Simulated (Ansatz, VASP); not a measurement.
## SiPb: VASP beside Ansatz

File INCAR:

```
PREC     = Accurate       # precision mode
ENCUT    = 520            # plane-wave cutoff, eV
EDIFF    = 1E-6           # SCF threshold, eV
ISMEAR   = -1             # smearing method
SIGMA    = 0.08           # smearing width, eV
LREAL    = F              # projectors in reciprocal space
LASPH    = T              # aspherical terms in the spheres
NELM     = 60             # most SCF steps
ALGO     = Normal         # electronic algorithm
ISIF     = 2              # what is computed and relaxed
LWAVE    = F              # write WAVECAR
LCHARG   = F              # write CHGCAR
GGA      = PS             # functional
NBANDS   = 16             # bands
```

KPOINTS

```
Automatic mesh
0
Gamma
  11 11 11
```

The input POSCAR:

```
SiPb
1.0
    3.1481339933      0.0000000000      0.0000000000
    0.0000000000      3.1481339933      0.0000000000
    0.0000000000      0.0000000000      3.1481339933
Pb Si
1 1
Direct
    0.0000000000      0.0000000000      0.0000000000
    0.5000000000      0.5000000000      0.5000000000
```

Input for Ansatz:

```yaml
crystal:
  lattice:
    - [3.1481339933, 0.0, 0.0]
    - [0.0, 3.1481339933, 0.0]
    - [0.0, 0.0, 3.1481339933]
  atoms:
    - { symbol: Pb, position: [0.0, 0.0, 0.0] }
    - { symbol: Si, position: [0.5, 0.5, 0.5] }
kpoints:
  mp_grid: { grid: [11, 11, 11] }
scf:
  occupations: { method: fermi_dirac, width: 0.08 }
hamiltonian:
  xc: pbesol
  pseudopotentials: { kind: paw }
output:
  forces: true
  stress: true
  eigenvalues: true
  populations: true
```

Change from the starting cell: volume scaled by 0.68, PAW files.

Alike in both runs: task single point; functional PBEsol; k mesh 11 × 11 × 11; occupations fermi-dirac, width 0.08 eV; no spin polarisation.

|  | VASP | Ansatz |
| --- | --- | --- |
| version | VASP 6.6.1 | Ansatz 0.2.0 |
| potentials or method | VASP PAW PBE potentials, release 64 (Pb_d, Si) | PAW with Ansatz's default frozen-core files, scalar-relativistic |
| plane-wave cutoff (eV) | 520 | 420 |
| valence electrons in the cell | 18 | 18 |

```csv
,VASP,Ansatz,Ansatz less VASP
pressure (GPa),57.2,57.2,+0.02
```

Caveats: so large a pressure means that the cell lies far from this level's equilibrium, or that cutoff or potentials fall short (VASP); the potentials were made for another functional, which shifts forces and pressure (VASP). The runs have no spin-orbit coupling, so splittings on Pb are missing.
